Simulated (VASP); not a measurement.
Data:

```
TiC
1.0
    0.00000     2.15947     2.15947
    2.15947     0.00000     2.15947
    2.15947     2.15947     0.00000
Ti C
1 1
Direct
  0.00000   0.00000   0.00000
  0.50000   0.50000   0.50000
```

Calculation: rev-vdW-DF2, VASP's PBE PAW potentials (set 64) (plane waves; VASP 6.6.1). Numerical set-up: 520 eV cut-off, Gaussian smearing of 0.050 eV, potentials Ti_sv C.

Task: Give the energies of bands 6 to 11 at the high-symmetry points, in eV from the Fermi level.

Result: 
```tsv
band	Γ	X	U	L	W
6	0.65	-3.41	-3.48	-5.85	-3.15
7	0.65	-1.66	-3.35	-2.95	-3.15
8	0.65	-0.04	-1.76	-2.95	-2.73
9	1.66	-0.04	1.44	2.89	2.77
10	1.66	2.68	3.11	2.89	2.77
11	1.66	3.49	3.80	4.09	3.49
```

It has no gap at this level: it comes out as a metal or semimetal.

The compound is TiC in the rock salt structure. It was relaxed first.
